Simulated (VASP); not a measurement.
Computed with PBE GGA with D4 dispersion, VASP's PBE PAW potentials (set 64) (plane waves; VASP).

Input for VASP

### INCAR
```
SYSTEM=Ho
PREC=Accurate; ENCUT=520; LREAL=.FALSE.
LASPH=.TRUE.
EDIFF=1E-6; NELM=100; ALGO=Normal
LMAXMIX=6
ISMEAR=1; SIGMA=0.1
GGA=PE; IVDW=13
IBRION=2; NSW=60; ISIF=3
EDIFFG=-0.01
LWAVE=.FALSE.; LCHARG=.FALSE.
```

**POSCAR**
```
Ho
1
    1.7900000000    -3.1003710000     0.0000000000
    1.7900000000     3.1003710000     0.0000000000
    0.0000000000     0.0000000000     5.6200000000
Ho
2
Direct
  0.3333330000   0.6666670000   0.2500000000
  0.6666670000   0.3333330000   0.7500000000
```

KPOINTS:
```
Automatic
0
G
 11 11 6
```

POTCAR, in this order: Ho_3 (PBE.64 set). Program: vasp_std.

Output of the run:

### OSZICAR
```
       N       E                     dE             d eps       ncg     rms          rms(c)
DAV:   1     0.885447705667E+02    0.88545E+02   -0.82095E+03  1842   0.128E+03
DAV:   2    -0.384581000798E+01   -0.92391E+02   -0.90928E+02  2351   0.559E+02
DAV:   3    -0.879934037709E+01   -0.49535E+01   -0.47447E+01  2800   0.975E+01
DAV:   4    -0.901699866752E+01   -0.21766E+00   -0.20985E+00  2842   0.132E+01
DAV:   5    -0.902279555653E+01   -0.57969E-02   -0.57764E-02  2718   0.239E+00    0.241E+01
DAV:   6    -0.902364715028E+01   -0.85159E-03   -0.26491E-02  2801   0.212E+00    0.144E+01
DAV:   7    -0.903225159780E+01   -0.86044E-02   -0.47010E-02  2657   0.294E+00    0.305E-01
DAV:   8    -0.903197521719E+01    0.27638E-03   -0.29103E-03  2459   0.585E-01    0.613E-02
DAV:   9    -0.903199245235E+01   -0.17235E-04   -0.20954E-04  2811   0.169E-01    0.322E-02
DAV:  10    -0.903198627125E+01    0.61811E-05   -0.27025E-05  2785   0.548E-02    0.422E-02
DAV:  11    -0.903198690225E+01   -0.63100E-06   -0.17667E-06  1791   0.151E-02
   1 F= -.94261830E+01 E0= -.94271698E+01  d E =-.942618E+01
       N       E                     dE             d eps       ncg     rms          rms(c)
DAV:   1    -0.905893594110E+01   -0.26950E-01   -0.75548E-01  2337   0.849E+00    0.118E+00
DAV:   2    -0.903919336778E+01    0.19743E-01   -0.59604E-02  2459   0.328E+00    0.502E-01
DAV:   3    -0.902866958381E+01    0.10524E-01   -0.17171E-02  2561   0.164E+00    0.186E-01
DAV:   4    -0.902813536754E+01    0.53422E-03   -0.25522E-03  2662   0.626E-01    0.134E-01
DAV:   5    -0.902815819218E+01   -0.22825E-04   -0.19623E-04  2487   0.151E-01    0.134E-02
DAV:   6    -0.902815256393E+01    0.56282E-05   -0.17225E-05  2990   0.561E-02    0.887E-03
DAV:   7    -0.902814988473E+01    0.26792E-05   -0.14882E-06  1229   0.147E-02    0.156E-03
DAV:   8    -0.902814982658E+01    0.58147E-07   -0.35831E-07  1142   0.121E-02
   2 F= -.94310754E+01 E0= -.94323305E+01  d E =-.489247E-02
       N       E                     dE             d eps       ncg     rms          rms(c)
DAV:   1    -0.902805544488E+01    0.94440E-04   -0.84830E-05  2345   0.934E-02    0.142E-02
DAV:   2    -0.902805312948E+01    0.23154E-05   -0.67120E-06  2139   0.341E-02    0.582E-03
DAV:   3    -0.902805175734E+01    0.13721E-05   -0.20133E-06  1392   0.182E-02    0.229E-03
DAV:   4    -0.902805185169E+01   -0.94344E-07   -0.11660E-06  1331   0.124E-02
   3 F= -.94310752E+01 E0= -.94323327E+01  d E =-.489219E-02
       N       E                     dE             d eps       ncg     rms          rms(c)
DAV:   1    -0.903175255701E+01   -0.37008E-02   -0.95115E-02  2409   0.281E+00    0.253E-01
DAV:   2    -0.903039998670E+01    0.13526E-02   -0.27570E-03  2674   0.602E-01    0.128E-01
DAV:   3    -0.902975309548E+01    0.64689E-03   -0.77948E-04  2967   0.303E-01    0.603E-02
DAV:   4    -0.902972949688E+01    0.23599E-04   -0.14660E-04  2875   0.112E-01    0.347E-02
DAV:   5    -0.902972827494E+01    0.12219E-05   -0.92084E-06  2325   0.274E-02    0.947E-03
DAV:   6    -0.902972852053E+01   -0.24559E-06   -0.71590E-07  1086   0.103E-02
   4 F= -.94317889E+01 E0= -.94332776E+01  d E =-.713740E-03
       N       E                     dE             d eps       ncg     rms          rms(c)
DAV:   1    -0.903053440540E+01   -0.80613E-03   -0.16239E-02  2414   0.116E+00    0.108E-01
DAV:   2    -0.903030360615E+01    0.23080E-03   -0.46958E-04  2684   0.248E-01    0.517E-02
DAV:   3    -0.903019332920E+01    0.11028E-03   -0.13534E-04  2980   0.125E-01    0.230E-02
DAV:   4    -0.903018930026E+01    0.40289E-05   -0.24444E-05  2872   0.452E-02    0.136E-02
DAV:   5    -0.903018862461E+01    0.67564E-06   -0.12683E-06  1064   0.113E-02
   5 F= -.94318537E+01 E0= -.94334203E+01  d E =-.778531E-03
```

**OUTCAR**
```
------------------------ aborting loop because EDIFF is reached ----------------------------------------
  Edisp (eV):   -0.40167
  FORCE on cell =-STRESS in cart. coord.  units (eV):
  Direction    XX          YY          ZZ          XY          YZ          ZX
  --------------------------------------------------------------------------------------
  Total       0.00817     0.00817     0.01546    -0.00000     0.00000    -0.00000
  in kB       0.21368     0.21368     0.40462    -0.00000     0.00000    -0.00000
  external pressure =        0.28 kB  Pullay stress =        0.00 kB
  volume of cell :       61.23
      direct lattice vectors                 reciprocal lattice vectors
     1.790562694 -3.101345614  0.000000000     0.279241828 -0.161220342 -0.000000000
     1.790562694  3.101345614 -0.000000000     0.279241828  0.161220342  0.000000000
    -0.000000000 -0.000000000  5.512874084     0.000000000  0.000000000  0.181393586
 POSITION                                       TOTAL-FORCE (eV/Angst)
 -----------------------------------------------------------------------------------
      1.79056      1.03378      1.37822         0.000000     -0.000000      0.000000
      1.79056     -1.03378      4.13466        -0.000000      0.000000      0.000000
 -----------------------------------------------------------------------------------
    total drift:                               -0.000003      0.000089     -0.000011
  FREE ENERGIE OF THE ION-ELECTRON SYSTEM (eV)
  ---------------------------------------------------
  free  energy   TOTEN  =        -9.4318536878 eV

  energy  without entropy=       -9.4365535891  energy(sigma->0) =       -9.43342032

 reached required accuracy - stopping structural energy minimisation
```
(Selected blocks of OUTCAR.)

File CONTCAR:
```
Ho
   1.00000000000000
     1.7905626937920192   -3.1013456142824478    0.0000000000000000
     1.7905626937920192    3.1013456142824478   -0.0000000000000000
    -0.0000000000000000   -0.0000000000000000    5.5128740841260502
  Ho
     2
Direct
     0.3333330000000032    0.6666669999999968    0.2500000000000000
     0.6666669999999968    0.3333330000000032    0.7500000000000000
```

The 4f electrons are frozen in the core of the lanthanide potential, so 4f levels, which can set the real gap, and their magnetism are missing.

The compound is Ho in the hcp structure. This run relaxes it. Symmetry was kept, so distortions that lower it aren't found.
